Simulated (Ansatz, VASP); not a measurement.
## H2Pb: VASP beside Ansatz

Aim: how closely do two programs agree when they are given the same cell, functional and k mesh? The cell is generated by rule, not measured, and may not be a known phase. Of the first pair: The cell is taken from a series of runs on this material, whose earlier steps may have relaxed, scaled, displaced or heated it; both programs get it as it stands.

Main program and level: Ansatz 0.2.0; plane waves, with VASP 6.6.1 beside it; relaxation of cell and atoms at PBEsol.

## (1) Set-up

It takes space group P4_2/mnm (No. 136, tetragonal). Conventional cell: a = 4.956 Å, b = 4.956 Å, c = 3.759 Å, α = 90.00°, β = 90.00°, γ = 90.00°. Nearest to Pb lie 6 H at 2.21 to 2.28 Å. Nearest to H lie 3 Pb at 2.21 to 2.28 Å. Farther neighbours are not listed.

## (2) Ansatz: relaxation of cell and atoms, PBEsol, pair 1

Ansatz runs on its default PAW (the set named soft_2) files.

The relaxed volume is the usual yardstick between codes: in a stiff, nearly cubic crystal its relative difference is about their pressure difference at one cell divided by the bulk modulus.

File input.yaml:

```yaml
crystal:
  lattice:
    - [4.9557703585, 0.0, 0.0]
    - [0.0, 4.9557703585, 0.0]
    - [0.0, 0.0, 3.7592625665]
  atoms:
    - { symbol: Pb, position: [0.0, 0.0, 0.0] }
    - { symbol: Pb, position: [0.5, 0.5, 0.5] }
    - { symbol: H, position: [0.3152444876, 0.3152444876, 0.0] }
    - { symbol: H, position: [0.6847555124, 0.6847555124, 0.0] }
    - { symbol: H, position: [0.8152444876, 0.1847555124, 0.5] }
    - { symbol: H, position: [0.1847555124, 0.8152444876, 0.5] }
kpoints:
  mp_grid: { grid: [6, 6, 8] }
hamiltonian:
  xc: pbesol
scf:
  occupations: { method: gaussian, width: 0.1 }
output:
  forces: true
  stress: true
  eigenvalues: true
relax:
  adjacent_minimum: "off"
  f_tol: 0.005
  max_steps: 80
  cell: { stress_tol: 0.05 }
```

Command:

```sh
> ansatz run input.yaml --threads 8 --pin off --max-ram 14336MiB --backend cpu --events-out ev --progress --plain --runs-dir out
```

Numbers of over 12 decimals in the logs are rounded to 6 here.

The log of the run:

```text
Engine: ansatz 0.2.0, aarch64-unknown-linux-gnu
Pseudopotentials: kind: paw
Pseudopotential: Pb, paw, valence charge 14, recommended cutoff 420 eV (normal), Pb.paw.azcp
Pseudopotential: H, paw, valence charge 1, recommended cutoff 420 eV (normal), H.paw.azcp
Functional definition: PBEsol
  exchange = pbesol_x
  correlation = pbesol_c
Crystal: 6 atoms, lattice volume = 92.326 Å³
Basis set: ecut = 420 eV, 1833 PW (Γ), exchange–correlation on 72×72×54 points (8 copies of the dense FFT grid, shifted against one another)
Bands: 22, of which v1, the nominal top of the filled ones, is band 16 counted from 1 (15 counted from 0)
Symmetry: 16 space group operations
Space group: P42/mnm (ITA 136), of the structure as read, at distance tolerance 4.5e-5 Å
k-points: 50 of 288
Non-local potential: Pb, projectors of the file, l = 0: 2, l = 1: 2, l = 2: 2, l = 3: 2
Non-local potential: H, projectors of the file, l = 0: 2, l = 1: 1
PAW form: soft (Blöchl's): semilocal exchange-correlation on the pseudo side does not see the compensation charge
PAW frozen core: Pb, regenerated for the run's functional, and the local potential with it (the file was generated under x = pbe(κ = 0.804, μ = 0.219515), c = pbe(β = 0.066725))
PAW one-centre angular grid: Pb, 590 points (default); XC on 64 Gauss nodes
PAW one-centre angular grid: H, 110 points (default); XC on 64 Gauss nodes
Initial density: superposition of atomic densities (neutral atoms: chi_scale 0, normalization atom), corrected by the library's trained network
Initial wavefunctions: pseudopotential atomic-orbital guess
Functional: x = pbesol(κ = 0.804, μ = 0.123457), c = pbesol(β = 0.046)
SCF iter   1: F=—  HF=-23569.824032 eV  |F-HF|=—  |Δ(HF+E_count)|=         —  Δρ=9.70e-3  dr2=7.93e-2  ethr=1.77e-3  ⟨swp⟩=6.4  Hψ=5411  notcnv=0
preconditioner: auto → Resta (q_TF=auto, 2.287 Å⁻¹)  ε∞=2.9  [insulator: Δε(μ)=0.153 eV  Ē_g=16.064 eV  σ=0.100 eV  W_gap=0.57  n_scr=18 (ndim 8)  ℏωp=21.9 eV  f_vac=0.001  D(μ)=1.35/eV (n_scr^D=4)  ε∞_Penn≈2.9]
SCF iter   2: F=—  HF=-23569.799266 eV  |F-HF|=—  |Δ(HF+E_count)|=   2.48e-2  Δρ=3.65e-3  dr2=1.19e-2  ethr=2.48e-4  ⟨swp⟩=1.2  Hψ=1524  notcnv=0
SCF iter   3: F=—  HF=-23569.795436 eV  |F-HF|=—  |Δ(HF+E_count)|=   3.83e-3  Δρ=3.34e-4  dr2=9.70e-5  ethr=3.73e-5  ⟨swp⟩=2.0  Hψ=1232  notcnv=0
SCF iter   4: F=—  HF=-23569.795484 eV  |F-HF|=—  |Δ(HF+E_count)|=   4.77e-5  Δρ=1.59e-4  dr2=2.01e-5  ethr=3.03e-7  ⟨swp⟩=2.2  Hψ=1452  notcnv=0
SCF iter   5: F=—  HF=-23569.795497 eV  |F-HF|=—  |Δ(HF+E_count)|=   1.27e-5  Δρ=3.07e-5  dr2=7.68e-7  ethr=6.28e-8  ⟨swp⟩=2.0  Hψ=1316  notcnv=0
SCF iter   6: F=-23569.795497 eV  HF=-23569.795497 eV  |F-HF|=1.43e-8  |Δ(HF+E_count)|=   1.66e-7  Δρ=6.07e-6  dr2=3.80e-8  ethr=3.13e-10  ⟨swp⟩=9.7  Hψ=5875  notcnv=0
SCF 1 converged in 6 iterations: F = -23569.795497 eV  dr2 = 3.80e-8
  greatest PAW one-centre occupation: 0.980 electrons in one spin orbital (limit 2), on the Pb atom at site 0 (counted from 0), in its partial waves of l = 2
relax step   1: F+E_penalty+E_count = -23569.79549693 eV  Δ(F+E_penalty+E_count) = +0.000e0 eV  max|allowed force component| = 1.707e-4 eV/Å  Δτ_max = 0.0000 Å  P = -0.004 GPa  Ω = 92.326 Å³  (6 SCF iters, dr2 threshold 1.00e-7 eV, accepted)
Initial density: handed on by an earlier stage of this run
Initial wavefunctions: pseudopotential atomic-orbital guess (no wavefunctions were taken with the density)
iter 1 solved again at ethr=4.29e-7 eV; its pass at ethr=3.10e-3 eV (dr2=1.37e-4 eV) is discarded
SCF iter   1: F=—  HF=-23569.795490 eV  |F-HF|=—  |Δ(HF+E_count)|=         —  Δρ=6.36e-6  dr2=3.79e-8  ethr=4.29e-7  ⟨swp⟩=3.5  Hψ=8419  notcnv=0
eigensolver tolerance schedule: the retry pair's looser diagonalisation over-reported the residual by 3623.12 of it (diagonalisation noise at 1.01 of the residual, at the tolerance the schedule requests for it); recorded, not acted on — ethr = c·dr2/N_el stays at c = 1.0e-1
preconditioner: auto → Kerker (q_TF=auto, 2.287 Å⁻¹)  [metal: Δε(μ)=0.042 eV  Ē_g=16.041 eV  σ=0.100 eV  W_gap=0.23  n_scr=18 (ndim 8)  ℏωp=21.9 eV  f_vac=0.000  D(μ)=1.32/eV (n_scr^D=4)]
SCF iter   2: F=—  HF=-23569.795497 eV  |F-HF|=—  |Δ(HF+E_count)|=   6.74e-6  Δρ=3.84e-6  dr2=1.74e-8  ethr=1.18e-10  ⟨swp⟩=2.9  Hψ=2155  notcnv=0
SCF iter   3: F=—  HF=-23569.795497 eV  |F-HF|=—  |Δ(HF+E_count)|=   1.05e-8  Δρ=1.59e-6  dr2=3.50e-9  ethr=5.43e-11  ⟨swp⟩=2.0  Hψ=1310  notcnv=0
SCF iter   4: F=—  HF=-23569.795497 eV  |F-HF|=—  |Δ(HF+E_count)|=   2.18e-9  Δρ=8.14e-7  dr2=9.10e-10  ethr=1.10e-11  ⟨swp⟩=2.1  Hψ=1320  notcnv=0
SCF iter   5: F=-23569.795497 eV  HF=-23569.795497 eV  |F-HF|=7.28e-12  |Δ(HF+E_count)|=  2.11e-10  Δρ=1.78e-7  dr2=2.55e-11  ethr=1.00e-12  ⟨swp⟩=4.7  Hψ=5380  notcnv=0
SCF 2 converged in 5 iterations: F = -23569.795497 eV  dr2 = 2.55e-11
relax step   2: F+E_penalty+E_count = -23569.79549693 eV  Δ(F+E_penalty+E_count) = -8.487e-9 eV  max|allowed force component| = 1.731e-4 eV/Å  Δτ_max = 0.0000 Å  P = -0.004 GPa  Ω = 92.326 Å³  stress off target by 4.33e-3 GPa  SCF on the basis re-selected at this cell (its energy is not comparable with the rows above)  (5 SCF iters)
basis re-selected at this cell: Δ(F+E_penalty+E_count) = -8.487e-9 eV, ΔP = -0.000 GPa vs the last step (what re-selecting the basis moved, of the pressure what is left beyond the Pulay correction that the steps carried, after the strain that the cell walked since its last selection, with what the two solves' SCF thresholds leave and, on support functions, any second-order correction that the steps lacked; it is no m [...]
SCF converged after 5 iterations
Free energy (F): -23569.795497 eV
Harris-Foulkes:  -23569.795497 eV  (|F-HF|=7.28e-12)
Internal energy: -23569.788875 eV  (E = F + TS)
E sigma→0 (E₀):  -23569.792186 eV
Entropy (-TS):   -0.006622 eV (-1.104 meV/atom)
Fermi energy:    6.976184 eV
--- Per-component energies (eV) ---
  E_band       = -187.247287
  E_kinetic    = 626.780818
  E_local      = -2524.757350  (includes V_loc(G=0)·N_el)
  E_nonlocal   = 709.028554
  E_hartree    = 990.422246
  E_xc         = -471.769117
  E_vxc        = -309.273304  (∫ρ·V_xc dr)
  E_paw        = -20511.291643  (= ΣΔE_a)
  E_vpaw       = -669.866578  (= ΣTr[D̂ρ^β])
  E_aug_tail   = -0.003914  (compensation charges beyond the density's cutoff)
  E_ewald      = -2388.322702
  E_core_change = 0.124233  (= ΣΔE_core)
  E_smearing   = -0.006622  (= −TS)
  E_closure    = 0.000000  (closes the sum)
  Σ components = -23569.795497   (vs F -23569.795497, Δ=0.00e0)
--- Forces (eV/Å), atoms counted from 1 ---
  atom   1  Pb     0.00000000    -0.00000000     0.00000000
  atom   2  Pb     0.00000000     0.00000000     0.00000000
  atom   3  H      0.00017309     0.00017309     0.00000000
  atom   4  H     -0.00017309    -0.00017309     0.00000000
  atom   5  H      0.00017309    -0.00017309     0.00000000
  atom   6  H     -0.00017309     0.00017309     0.00000000
  max |Σ_I F_I| component: 1.36e-19 eV/Å
--- Stress (GPa, compression-positive) ---
       -0.004326       0.000000       0.000000
        0.000000      -0.004326       0.000000
        0.000000       0.000000      -0.002279
  P = ⅓ Tr σ = -0.0036 GPa (-0.036 kbar)
--- Band table (eV; the first three rows and the last of 50) ---
  k-point 0: bands = [... 12 lower, 1.9710, 1.9710, 5.3917, 8.3532, 9.3032, 9.5145, 9.5145, 9.8577, ... 2 higher]
  k-point 1: bands = [... 12 lower, 2.1384, 2.1384, 4.3020, 8.3286, 9.1390, 9.4489, 9.6276, 9.6276, ... 2 higher]
  k-point 2: bands = [... 12 lower, 2.5996, 2.5996, 2.6750, 6.1355, 9.3356, 9.3356, 9.8878, 10.1150, ... 2 higher]
  k-point 49: bands = [... 12 lower, 1.8308, 1.8308, 2.7856, 2.7856, 6.1027, 6.1027, 12.3700, 12.3700, ... 2 higher]
--- Relaxed structure (1 steps of the walk, 1 accepted, 1 SCFs on fresh bases) ---
  F+E_penalty+E_count = -23569.79549693 eV   max|allowed force component| = 1.731e-4 eV/Å   (the final SCF, on the basis selected at the relaxed cell)
  cell:  # Å, volume = 92.3262 Å³
    - [4.9557703585, 0.0, 0.0]
    - [0.0, 4.9557703585, 0.0]
    - [0.0, 0.0, 3.7592625665]
  atoms:
    - { symbol: Pb, position: [0.0, 0.0, 0.0] }
    - { symbol: Pb, position: [0.5, 0.5, 0.500000] }
    - { symbol: H, position: [0.3152444876, 0.3152444876, 0.0] }
    - { symbol: H, position: [0.684756, 0.684756, 0.0] }
    - { symbol: H, position: [0.8152444876, 0.1847555124, 0.500000] }
    - { symbol: H, position: [0.1847555124, 0.8152444876, 0.500000] }
```

(Continued in part 2 of 3.)

[Lines on the potential files, build, host, timing and source positions are cut from VASP's logs without a mark.]

[Logs are printed without paths, hosts, clocks, repeated set-up lines and the standing remarks that a program may print on its own settings, such as how far it seeks lower states.]

[Hosts, paths, dates, database ids (printed as entryN), source tags and the programs' standing remarks are cut or masked in the printed files.]
